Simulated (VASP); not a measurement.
Re:

```
Re
1.0
     2.76100    0.00000    0.00000
    -1.38050    2.39110    0.00000
     0.00000    0.00000    4.45600
Re
2
Direct
  0.33333 0.66667 0.25000
  0.66667 0.33333 0.75000
```

| Item | Value |
| --- | --- |
| Program | VASP 6.6.1 |
| Task | relaxation of cell and atoms |
| Functional | RPBE |
| Potentials or basis | VASP PAW PBE potentials, release 64 (Re) |
| Cutoff | 600 eV |
| k mesh | 18 × 18 × 10 |
| Occupations | gaussian, width 0.1 eV |
| Spin | no spin polarisation |

At the start: pressure 9.6 GPa; volume 14.71 Å³/atom.

Task: Where does the relaxation end?

Result: Over 9 steps the energy falls by 11.0 meV/atom and the volume is 15.08 Å³/atom (+2.5 %); space group P6_3/mmc (No. 194, to 0.05 Å).

Step by step:
```tsv
step	energy change (eV)	largest force (eV/Å)	pressure (GPa)	volume (Å³)
1	0.0000	0.0000	9.63	29.42
2	0.2914	0.0000	-28.70	33.34
3	-0.0219	0.0000	-0.40	30.20
4	-0.0220	0.0000	-0.02	30.17
5	-0.0219	0.0000	0.16	30.15
6	-0.0220	0.0000	0.16	30.15
7	-0.0220	0.0000	0.16	30.15
8	-0.0219	0.0000	-0.25	30.19
9	-0.0220	0.0000	0.03	30.17
```

Final structure:
```cif
data_structure
_symmetry_space_group_name_H-M 'P 1'
_symmetry_Int_Tables_number 1
_cell_length_a 2.7831
_cell_length_b 2.7831
_cell_length_c 4.4971
_cell_angle_alpha 90.000
_cell_angle_beta 90.000
_cell_angle_gamma 120.000
_cell_volume 30.17
loop_
_atom_site_label
_atom_site_type_symbol
_atom_site_fract_x
_atom_site_fract_y
_atom_site_fract_z
_atom_site_occupancy
Re1 Re 0.33333 0.66667 0.25000 1
Re2 Re 0.66667 0.33333 0.75000 1
```

Caveat: the PAW data sets were made with another functional, which shifts forces and pressure a little.
